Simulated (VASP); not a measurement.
Method: PW91 GGA, VASP's PBE PAW potentials (set 64) (plane waves; VASP).

The input files of a VASP run:

**INCAR**
```
SYSTEM = Cu
PREC = Accurate
ENCUT = 520
EDIFF = 1E-7
NELM = 100
ALGO = Normal
LREAL = .FALSE.
LASPH = .TRUE.
ISMEAR = 1
SIGMA = 0.1
GGA = 91
LMAXMIX = 4
LWAVE = .FALSE.
LCHARG = .FALSE.
ISIF = 2
```

KPOINTS:
```
Automatic
0
Gamma
 17 17 17
0 0 0
```

POSCAR:
```
Cu
1
    0.0000000000     1.8180331612     1.8180331612
    1.8180331612     0.0000000000     1.8180331612
    1.8180331612     1.8180331612     0.0000000000
Cu
1
Direct
  0.0000000000   0.0000000000   0.0000000000
```

POTCAR, in this order: Cu (PBE.64 set). Program: vasp_std.

Question: What will the output report for the number of irreducible k-points (NKPTS), largest plane-wave count, number of space-group operations, FFT grid (NGX, NGY, NGZ)?

Answer: 
| Property | Result |
|---|---|
| number of irreducible k-points (NKPTS) | 165 |
| largest plane-wave count | 334 |
| number of space-group operations | 48 |
| FFT grid (NGX, NGY, NGZ) | 20 × 20 × 20 |

The compound is Cu in the fcc structure. It was relaxed first.
